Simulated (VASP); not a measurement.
Consider the following.

```yaml
crystal:
  lattice:
    - [3.27829, 0.00000, 0.00000]
    - [0.00000, 3.27829, 0.00000]
    - [0.00000, 0.00000, 4.70978]
  atoms:
    - { symbol: Ga, position: [0.50000, 0.50000, 0.50000] }
    - { symbol: Bi, position: [0.00000, 0.00000, 0.00000] }
```

Calculation: PBEsol GGA, VASP's PBE PAW potentials (set 64) (plane waves; VASP). Run with 400 eV cut-off, 12×12×9 Γ-centred mesh, tetrahedra with Blöchl corrections, potentials Ga_d Bi_d.

Unless said otherwise, spin-orbit coupling is left out, though it shifts the bands of the heavy elements here.

Q: Predict the energy per atom (σ→0), band gap (on the k-mesh) with the smallest direct gap where there is one.

A: 
```json
{
  "band gap (on the k-mesh)": "none (metal, semimetal or under 0.01 eV)",
  "energy per atom (σ→0)": "-359.7 kJ/mol of atoms"
}
```

Total energies compare only between runs with the same potentials, cut-off and functional.

The structure was generated: GaBi was put into the CuAu type (P4/mmm), which need not be its known phase. It was relaxed first, which changed the volume by +23 %.
